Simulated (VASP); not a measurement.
Here is the system:

```xyz
2
Lattice="-2.9135 2.9135 1.5801 2.9135 -2.9135 1.5801 2.9135 2.9135 -1.5801" Properties=species:S:1:pos:R:3 pbc="T T T"
Sn     2.9135     0.0000     0.7900
Sn     0.0000     0.0000     0.0000
```

Computed with PBEsol GGA, VASP's PBE PAW potentials (set 64) (plane waves; VASP 6.6.1). Numerical set-up: 500 eV cut-off, 13×13×13 Γ-centred mesh, first-order Methfessel-Paxton smearing of 0.10 eV, potentials Sn_d.

Energy and stress use the plane-wave basis of the starting cell.

Q: The ions, cell shape and volume at an external pressure of 5.0 GPa are relaxed. What does this cell relax into?

A: 
```xyz
2
Lattice="-2.8427 2.8427 1.5427 2.8427 -2.8427 1.5427 2.8427 2.8427 -1.5427" Properties=species:S:1:pos:R:3 pbc="T T T"
Sn     2.8427     0.0000     0.7713
Sn     0.0000     0.0000     0.0000
```
Space group I4_1/amd (141), at a tolerance of 0.03 Å.

Q: How do energy and volume change from the first to the last step?

A: The energy (σ→0) changes by +27.6 meV/atom and the volume by -7.1 %, in 3 ionic steps.

```csv
step,E(σ→0) (eV),max force (eV/Å),pressure (GPa),volume (Å³)
1,-8.5237,0.000,0.03,53.65
2,-8.3610,0.000,9.52,47.44
3,-8.4686,0.000,5.03,49.86
```

The compound is Sn in the beta structure. This run relaxes it under an external pressure of 5 GPa. Symmetry was kept, so distortions that lower it aren't found.
